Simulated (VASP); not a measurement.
Method: PBE GGA, VASP's PBE PAW potentials (set 64) (plane waves; VASP).

VASP ran on this input.

INCAR:
```
SYSTEM = Ge
PREC = Accurate; ENCUT = 350; LREAL = .False.
LASPH = .True.
EDIFF = 1E-6; NELM = 100; ALGO = Normal
LMAXMIX = 4
ISMEAR = 0; SIGMA = 0.05
GGA = PE
IBRION = 2; NSW = 60; ISIF = 3
EDIFFG = -0.01
LWAVE = .False.; LCHARG = .False.
```

**POSCAR**
```
Ge
1
    0.0000000000     2.8290000000     2.8290000000
    2.8290000000     0.0000000000     2.8290000000
    2.8290000000     2.8290000000     0.0000000000
Ge
2
Direct
  0.0000000000   0.0000000000   0.0000000000
  0.2500000000   0.2500000000   0.2500000000
```

File KPOINTS:
```
Automatic mesh
0
Gamma
7 7 7
0 0 0
```

POTCAR, in this order: Ge_d (PBE.64 set). Program: vasp_std.

The resulting files:

OSZICAR:
```
       N       E                     dE             d eps       ncg     rms          rms(c)
DAV:   1     0.138946835127E+03    0.13895E+03   -0.12790E+04   754   0.344E+03
DAV:   2     0.739961556280E+01   -0.13155E+03   -0.12979E+03   722   0.446E+02
DAV:   3    -0.864336316957E+01   -0.16043E+02   -0.15968E+02   802   0.129E+02
DAV:   4    -0.907012469741E+01   -0.42676E+00   -0.42627E+00   808   0.248E+01
DAV:   5    -0.907700526341E+01   -0.68806E-02   -0.68799E-02   806   0.311E+00    0.322E+00
DAV:   6    -0.902177934333E+01    0.55226E-01   -0.22037E-02   758   0.145E+00    0.193E+00
DAV:   7    -0.898926782976E+01    0.32512E-01   -0.58540E-02   756   0.223E+00    0.158E-01
DAV:   8    -0.899104891577E+01   -0.17811E-02   -0.62767E-03   814   0.111E+00    0.651E-02
DAV:   9    -0.899106905916E+01   -0.20143E-04   -0.21712E-04   912   0.264E-01    0.169E-02
DAV:  10    -0.899108591622E+01   -0.16857E-04   -0.79260E-05   834   0.150E-01    0.763E-03
DAV:  11    -0.899108680266E+01   -0.88644E-06   -0.98543E-06   872   0.595E-02
   1 F= -.89910868E+01 E0= -.89909685E+01  d E =-.899109E+01
       N       E                     dE             d eps       ncg     rms          rms(c)
DAV:   1    -0.104696156463E+02   -0.14785E+01   -0.22387E+01   954   0.105E+02    0.695E+00
DAV:   2    -0.939293818754E+01    0.10767E+01   -0.14206E+00   930   0.224E+01    0.355E+00
DAV:   3    -0.903987698538E+01    0.35306E+00   -0.68317E-01   942   0.144E+01    0.715E-01
DAV:   4    -0.901661589597E+01    0.23261E-01   -0.57200E-02   882   0.475E+00    0.272E-01
DAV:   5    -0.901606892555E+01    0.54697E-03   -0.20216E-03   888   0.546E-01    0.141E-01
DAV:   6    -0.901605647040E+01    0.12455E-04   -0.31190E-04   900   0.349E-01    0.548E-03
DAV:   7    -0.901605885812E+01   -0.23877E-05   -0.20172E-05   946   0.716E-02    0.552E-03
DAV:   8    -0.901605939072E+01   -0.53260E-06   -0.77084E-06   888   0.541E-02
   2 F= -.90160594E+01 E0= -.90157741E+01  d E =-.249726E-01
       N       E                     dE             d eps       ncg     rms          rms(c)
DAV:   1    -0.909011568934E+01   -0.74057E-01   -0.99535E-01   952   0.195E+01    0.159E+00
DAV:   2    -0.903627578068E+01    0.53840E-01   -0.77517E-02   932   0.557E+00    0.786E-01
DAV:   3    -0.901936503633E+01    0.16911E-01   -0.27791E-02   936   0.296E+00    0.193E-01
DAV:   4    -0.901819032317E+01    0.11747E-02   -0.32326E-03   906   0.114E+00    0.404E-02
DAV:   5    -0.901815031598E+01    0.40007E-04   -0.21912E-04   790   0.276E-01    0.263E-02
DAV:   6    -0.901815304626E+01   -0.27303E-05   -0.12908E-05   878   0.683E-02    0.836E-04
DAV:   7    -0.901815357006E+01   -0.52379E-06   -0.73449E-07   418   0.148E-02
   3 F= -.90181536E+01 E0= -.90179581E+01  d E =-.270668E-01
       N       E                     dE             d eps       ncg     rms          rms(c)
DAV:   1    -0.902126707476E+01   -0.31140E-02   -0.44628E-02   952   0.421E+00    0.334E-01
DAV:   2    -0.901887357916E+01    0.23935E-02   -0.33755E-03   930   0.115E+00    0.166E-01
DAV:   3    -0.901812053614E+01    0.75304E-03   -0.12713E-03   938   0.634E-01    0.398E-02
DAV:   4    -0.901807441735E+01    0.46119E-04   -0.15070E-04   906   0.249E-01    0.820E-03
DAV:   5    -0.901807211643E+01    0.23009E-05   -0.11377E-05   740   0.639E-02    0.576E-03
DAV:   6    -0.901807262880E+01   -0.51237E-06   -0.67462E-07   384   0.168E-02
   4 F= -.90180726E+01 E0= -.90178989E+01  d E =-.269858E-01
       N       E                     dE             d eps       ncg     rms          rms(c)
DAV:   1    -0.901881646504E+01   -0.74435E-03   -0.96112E-03   952   0.197E+00    0.154E-01
DAV:   2    -0.901831128569E+01    0.50518E-03   -0.71403E-04   930   0.529E-01    0.767E-02
DAV:   3    -0.901814768549E+01    0.16360E-03   -0.27390E-04   942   0.294E-01    0.182E-02
DAV:   4    -0.901813316669E+01    0.14519E-04   -0.32447E-05   902   0.116E-01    0.374E-03
DAV:   5    -0.901813313374E+01    0.32953E-07   -0.23146E-06   386   0.301E-02
   5 F= -.90181331E+01 E0= -.90179495E+01  d E =-.270463E-01
```

**OUTCAR**
```
------------------------ aborting loop because EDIFF is reached ----------------------------------------
  FORCE on cell =-STRESS in cart. coord.  units (eV):
  Direction    XX          YY          ZZ          XY          YZ          ZX
  --------------------------------------------------------------------------------------
  Total        0.0003571      0.0003571      0.0003571      0.0000000      0.0000000      0.0000000
  in kB        0.0119903      0.0119903      0.0119903      0.0000000      0.0000000      0.0000000
  external PRESSURE =       0.0119903 kB  Pullay stress =       0.0000000 kB
  volume of cell :       47.72
      direct lattice vectors                 reciprocal lattice vectors
     0.000000000  2.878915728  2.878915728    -0.173676497  0.173676497  0.173676497
     2.878915728  0.000000000  2.878915728     0.173676497 -0.173676497  0.173676497
     2.878915728  2.878915728  0.000000000     0.173676497  0.173676497 -0.173676497
 POSITION                                       TOTAL-FORCE (eV/Angst)
 -----------------------------------------------------------------------------------
      0.00000      0.00000      0.00000        -0.000000     -0.000000     -0.000000
      1.43946      1.43946      1.43946         0.000000      0.000000      0.000000
 -----------------------------------------------------------------------------------
    total drift:                               -0.000000      0.000000      0.000000
  FREE ENERGIE OF THE ION-ELECTRON SYSTEM (eV)
  ---------------------------------------------------
  free  energy   TOTEN  =        -9.0181331337 eV

  energy  without entropy=       -9.0177657760  energy(sigma->0) =       -9.01794945

 reached required accuracy - stopping structural energy minimisation
```
(Selected blocks of OUTCAR.)

File CONTCAR:
```
Ge
   1.00000000000000
     0.0000000000000000    2.8789157279270960    2.8789157279270960
     2.8789157279270960    0.0000000000000000    2.8789157279270960
     2.8789157279270960    2.8789157279270960    0.0000000000000000
  Ge
     2
Direct
     0.0000000000000000    0.0000000000000000    0.0000000000000000
     0.2500000000000000    0.2500000000000000    0.2500000000000000
```

Energy and stress use the plane-wave basis of the starting cell.

The compound is Ge in the diamond structure. This run relaxes it. Symmetry was kept, so distortions that lower it aren't found.
